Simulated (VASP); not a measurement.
All values below come from PBEsol GGA, VASP's PBE PAW potentials (set 64) (plane waves; VASP).

VASP ran on this input.

### KPOINTS
```
K-points
0
gamma
 7 7 7
```

POSCAR:
```
CuI
1
   -0.0000000000     2.9725296503     2.9725296503
    2.9725296503     0.0000000000     2.9725296503
    2.9725296503     2.9725296503     0.0000000000
Cu I
1 1
Direct
  0.0000000000   1.0000000000   0.0000000000
  0.7500000000   0.7500000000   0.7500000000
```

**INCAR**
```
! general
SYSTEM  = CuI
PREC    = Accurate
ENCUT   = 480   ! plane-wave cut-off (eV)
LREAL   = .False.
LASPH   = .True.   ! aspherical one-centre terms

! electronic loop
EDIFF   = 1E-6   ! SCF stop (eV)
NELM    = 100   ! most electronic steps
ALGO    = Normal   ! blocked Davidson
LMAXMIX = 4   ! l cut-off of mixed one-centre charges

! smearing
ISMEAR  = 0   ! Gaussian
SIGMA   = 0.05   ! width (eV)

! functional
GGA     = PS

! ions
IBRION  = 2
NSW     = 60   ! most ionic steps
ISIF    = 3
EDIFFG  = -0.01   ! ionic stop

! output
LWAVE   = .False.
LCHARG  = .False.
```

POTCAR, in this order: Cu I (PBE.64 set). Program: vasp_std.

The resulting files:

File OSZICAR:
```
       N       E                     dE             d eps       ncg     rms          rms(c)
DAV:   1     0.104069123010E+03    0.10407E+03   -0.77066E+03   520   0.139E+03
DAV:   2     0.148239716691E+01   -0.10259E+03   -0.96145E+02   520   0.265E+02
DAV:   3    -0.638118429415E+01   -0.78636E+01   -0.77473E+01   700   0.854E+01
DAV:   4    -0.665094072258E+01   -0.26976E+00   -0.26957E+00   621   0.140E+01
DAV:   5    -0.666083342727E+01   -0.98927E-02   -0.98924E-02   762   0.278E+00    0.625E+00
DAV:   6    -0.656625581493E+01    0.94578E-01   -0.56203E+00   533   0.688E+01    0.413E+00
DAV:   7    -0.632173183243E+01    0.24452E+00   -0.12180E+00   585   0.418E+01    0.184E+00
DAV:   8    -0.632537259226E+01   -0.36408E-02   -0.10003E-01   777   0.648E+00    0.662E-01
DAV:   9    -0.631935591716E+01    0.60167E-02   -0.24584E-02   637   0.491E+00    0.255E-01
DAV:  10    -0.631945731261E+01   -0.10140E-03   -0.10158E-03   600   0.264E-01    0.201E-01
DAV:  11    -0.631931458914E+01    0.14272E-03   -0.80249E-04   745   0.955E-01    0.434E-02
DAV:  12    -0.631933283889E+01   -0.18250E-04   -0.14432E-04   820   0.974E-02    0.486E-02
DAV:  13    -0.631933353254E+01   -0.69366E-06   -0.14231E-06   370   0.173E-02
   1 F= -.63193335E+01 E0= -.63193335E+01  d E =-.631933E+01
       N       E                     dE             d eps       ncg     rms          rms(c)
DAV:   1    -0.632786878088E+01   -0.85359E-02   -0.14521E-01   520   0.973E+00    0.738E-01
DAV:   2    -0.632246955653E+01    0.53992E-02   -0.90363E-02   530   0.100E+01    0.310E-01
DAV:   3    -0.631921335988E+01    0.32562E-02   -0.18340E-02   525   0.464E+00    0.131E-01
DAV:   4    -0.631892056597E+01    0.29279E-03   -0.10065E-03   600   0.323E-01    0.449E-02
DAV:   5    -0.631890526676E+01    0.15299E-04   -0.35755E-05   760   0.148E-01    0.396E-02
DAV:   6    -0.631889712644E+01    0.81403E-05   -0.83503E-06   800   0.411E-02    0.161E-02
DAV:   7    -0.631889523449E+01    0.18919E-05   -0.28942E-06   522   0.625E-02    0.270E-03
DAV:   8    -0.631889540103E+01   -0.16653E-06   -0.12701E-06   364   0.869E-03
   2 F= -.63188954E+01 E0= -.63188954E+01  d E =0.438132E-03
       N       E                     dE             d eps       ncg     rms          rms(c)
DAV:   1    -0.632264220247E+01   -0.37470E-02   -0.55217E-02   520   0.598E+00    0.460E-01
DAV:   2    -0.632072029140E+01    0.19219E-02   -0.36343E-02   520   0.616E+00    0.202E-01
DAV:   3    -0.631933815388E+01    0.13821E-02   -0.74158E-03   520   0.303E+00    0.774E-02
DAV:   4    -0.631923688245E+01    0.10127E-03   -0.39239E-04   525   0.139E-01    0.313E-02
DAV:   5    -0.631922900245E+01    0.78800E-05   -0.22270E-05   712   0.140E-01    0.259E-02
DAV:   6    -0.631922636937E+01    0.26331E-05   -0.39212E-06   692   0.231E-02    0.126E-02
DAV:   7    -0.631922525336E+01    0.11160E-05   -0.17413E-06   363   0.487E-02    0.149E-03
DAV:   8    -0.631922531092E+01   -0.57560E-07   -0.92381E-07   268   0.814E-03
   3 F= -.63192253E+01 E0= -.63192253E+01  d E =0.108222E-03
       N       E                     dE             d eps       ncg     rms          rms(c)
DAV:   1    -0.631957097318E+01   -0.34572E-03   -0.46631E-03   520   0.175E+00    0.133E-01
DAV:   2    -0.631940680448E+01    0.16417E-03   -0.29995E-03   520   0.178E+00    0.576E-02
DAV:   3    -0.631929399673E+01    0.11281E-03   -0.61114E-04   520   0.865E-01    0.228E-02
DAV:   4    -0.631928530802E+01    0.86887E-05   -0.32720E-05   550   0.444E-02    0.871E-03
DAV:   5    -0.631928472499E+01    0.58303E-06   -0.12414E-06   345   0.365E-02
   4 F= -.63192847E+01 E0= -.63192847E+01  d E =0.488076E-04
       N       E                     dE             d eps       ncg     rms          rms(c)
DAV:   1    -0.631940640444E+01   -0.12110E-03   -0.15205E-03   520   0.985E-01    0.769E-02
DAV:   2    -0.631935150938E+01    0.54895E-04   -0.98993E-04   520   0.103E+00    0.331E-02
DAV:   3    -0.631931412267E+01    0.37387E-04   -0.20379E-04   525   0.499E-01    0.133E-02
DAV:   4    -0.631931110649E+01    0.30162E-05   -0.11001E-05   555   0.263E-02    0.528E-03
DAV:   5    -0.631931093616E+01    0.17033E-06   -0.37494E-07   260   0.197E-02
   5 F= -.63193109E+01 E0= -.63193109E+01  d E =0.225964E-04
       N       E                     dE             d eps       ncg     rms          rms(c)
DAV:   1    -0.631934585536E+01   -0.34749E-04   -0.38054E-04   520   0.492E-01    0.385E-02
DAV:   2    -0.631933220016E+01    0.13655E-04   -0.24789E-04   520   0.514E-01    0.165E-02
DAV:   3    -0.631932280542E+01    0.93947E-05   -0.51021E-05   520   0.249E-01    0.665E-03
DAV:   4    -0.631932205536E+01    0.75006E-06   -0.27308E-06   493   0.132E-02
   6 F= -.63193221E+01 E0= -.63193221E+01  d E =0.114772E-04
       N       E                     dE             d eps       ncg     rms          rms(c)
DAV:   1    -0.631933324838E+01   -0.10443E-04   -0.91683E-05   520   0.240E-01    0.198E-02
DAV:   2    -0.631932978460E+01    0.34638E-05   -0.64264E-05   520   0.263E-01    0.845E-03
DAV:   3    -0.631932730027E+01    0.24843E-05   -0.13580E-05   520   0.128E-01    0.357E-03
DAV:   4    -0.631932707522E+01    0.22505E-06   -0.56038E-07   260   0.700E-03
   7 F= -.63193271E+01 E0= -.63193271E+01  d E =0.645733E-05
       N       E                     dE             d eps       ncg     rms          rms(c)
DAV:   1    -0.631933100949E+01   -0.37092E-05   -0.24142E-05   520   0.124E-01    0.100E-02
DAV:   2    -0.631933017962E+01    0.82987E-06   -0.16698E-05   520   0.134E-01    0.436E-03
DAV:   3    -0.631932952434E+01    0.65528E-06   -0.34967E-06   475   0.648E-02
   8 F= -.63193295E+01 E0= -.63193295E+01  d E =0.400820E-05
       N       E                     dE             d eps       ncg     rms          rms(c)
DAV:   1    -0.631933102822E+01   -0.84860E-06   -0.53497E-06   520   0.597E-02    0.517E-03
DAV:   2    -0.631933083665E+01    0.19157E-06   -0.45087E-06   520   0.698E-02
   9 F= -.63193308E+01 E0= -.63193308E+01  d E =0.269589E-05
```

**OUTCAR**
```
------------------------ aborting loop because EDIFF is reached ----------------------------------------
  FORCE on cell =-STRESS in cart. coord.  units (eV):
  Direction    XX          YY          ZZ          XY          YZ          ZX
  --------------------------------------------------------------------------------------
  Total        0.0140211      0.0140211      0.0140211      0.0000000     -0.0000000      0.0000000
  in kB        0.4276295      0.4276295      0.4276295      0.0000000     -0.0000000      0.0000000
  external PRESSURE =       0.4276295 kB  Pullay stress =       0.0000000 kB
  volume of cell :       52.53
      direct lattice vectors                 reciprocal lattice vectors
    -0.000000000  2.972565305  2.972565305    -0.168204883  0.168204883  0.168204883
     2.972565305 -0.000000000  2.972565305     0.168204883 -0.168204883  0.168204883
     2.972565305  2.972565305  0.000000000     0.168204883  0.168204883 -0.168204883
  FREE ENERGIE OF THE ION-ELECTRON SYSTEM (eV)
  ---------------------------------------------------
  free  energy   TOTEN  =        -6.3193308367 eV

  energy  without entropy=       -6.3193308367  energy(sigma->0) =       -6.31933084

 reached required accuracy - stopping structural energy minimisation
```
(Selected blocks of OUTCAR.)

### CONTCAR
```
CuI
   1.00000000000000
    -0.0000000000000000    2.9725653051021501    2.9725653051021501
     2.9725653051021501   -0.0000000000000000    2.9725653051021501
     2.9725653051021501    2.9725653051021501    0.0000000000000000
  Cu              I
     1     1
Direct
     0.0000000000000000    0.0000000000000000    0.0000000000000000
     0.7500000000000000    0.7500000000000000    0.7500000000000000
```

The compound is CuI in the zinc blende structure. This run relaxes it. Symmetry was kept, so distortions that lower it aren't found. The start is the result of an earlier pass.
